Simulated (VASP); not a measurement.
Method: PBE GGA, VASP's PBE PAW potentials (set 64) (plane waves; VASP 6.6.1).

VASP ran on this input.

### POSCAR
```
PbS
1
    0.0000000000     2.8721800000     2.8721800000
    2.8721800000     0.0000000000     2.8721800000
    2.8721800000     2.8721800000     0.0000000000
Pb S
1 1
Direct
  0.0000000000   0.0000000000   0.0000000000
  0.5000000000   0.5000000000   0.5000000000
```

KPOINTS:
```
Automatic mesh
0
Gamma
5 5 5
```

INCAR:
```
# general
SYSTEM  = PbS
PREC    = Accurate
ENCUT   = 300   # plane-wave cut-off (eV)
LREAL   = .FALSE.
LASPH   = .TRUE.   # aspherical one-centre terms

# electronic loop
EDIFF   = 1E-6   # SCF stop (eV)
NELM    = 100   # most electronic steps
ALGO    = Normal
LMAXMIX = 4   # l cut-off of mixed one-centre charges

# smearing
ISMEAR  = -1   # Fermi-Dirac
SIGMA   = 0.01   # width (eV)

# functional
GGA     = PE   # PBE

# ions
ISIF    = 2

# output
LWAVE   = .FALSE.
LCHARG  = .FALSE.
```

POTCAR, in this order: Pb_d S (PBE.64 set). Program: vasp_std.

Output of the run:

### OSZICAR
```
       N       E                     dE             d eps       ncg     rms          rms(c)
DAV:   1     0.138140166580E+03    0.13814E+03   -0.72639E+03   280   0.101E+03
DAV:   2     0.529119001684E+00   -0.13761E+03   -0.13436E+03   298   0.309E+02
DAV:   3    -0.884024391470E+01   -0.93694E+01   -0.93253E+01   376   0.858E+01
DAV:   4    -0.900623732494E+01   -0.16599E+00   -0.16595E+00   316   0.137E+01
DAV:   5    -0.901276815622E+01   -0.65308E-02   -0.65307E-02   420   0.248E+00    0.587E+00
DAV:   6    -0.860701902808E+01    0.40575E+00   -0.11531E+00   434   0.915E+00    0.416E+00
DAV:   7    -0.860383336248E+01    0.31857E-02   -0.14642E-01   306   0.231E+00    0.207E+00
DAV:   8    -0.860604986210E+01   -0.22165E-02   -0.13103E-02   316   0.151E+00    0.134E-01
DAV:   9    -0.860606372177E+01   -0.13860E-04   -0.15558E-03   442   0.435E-01    0.113E-01
DAV:  10    -0.860614699445E+01   -0.83273E-04   -0.22457E-04   340   0.148E-01    0.330E-02
DAV:  11    -0.860616024995E+01   -0.13256E-04   -0.83149E-05   370   0.115E-01    0.306E-02
DAV:  12    -0.860616080681E+01   -0.55686E-06   -0.52107E-06   376   0.187E-02
   1 F= -.86061608E+01 E0= -.86061608E+01  d E =-.241556E-11
```

### OUTCAR
```
------------------------ aborting loop because EDIFF is reached ----------------------------------------
  FORCE on cell =-STRESS in cart. coord.  units (eV):
  Direction    XX          YY          ZZ          XY          YZ          ZX
  --------------------------------------------------------------------------------------
  Total        2.5274560      2.5274560      2.5274560      0.0000000      0.0000000     -0.0000000
  in kB       85.4533782     85.4533782     85.4533782      0.0000000      0.0000000     -0.0000000
  external PRESSURE =      85.4533782 kB  Pullay stress =       0.0000000 kB
  volume of cell :       47.39
      direct lattice vectors                 reciprocal lattice vectors
     0.000000000  2.872180000  2.872180000    -0.174083797  0.174083797  0.174083797
     2.872180000  0.000000000  2.872180000     0.174083797 -0.174083797  0.174083797
     2.872180000  2.872180000  0.000000000     0.174083797  0.174083797 -0.174083797
  FREE ENERGIE OF THE ION-ELECTRON SYSTEM (eV)
  ---------------------------------------------------
  free  energy   TOTEN  =        -8.6061608068 eV

  energy  without entropy=       -8.6061608068  energy(sigma->0) =       -8.60616081
```
(Selected blocks of OUTCAR.)

At this cut-off the stress carries a Pulay error, which pulls relaxed volumes low.

The structure is a typed PbS crystal. The cell was not relaxed at this level, and its volume differs by -5.9 % from the start's.
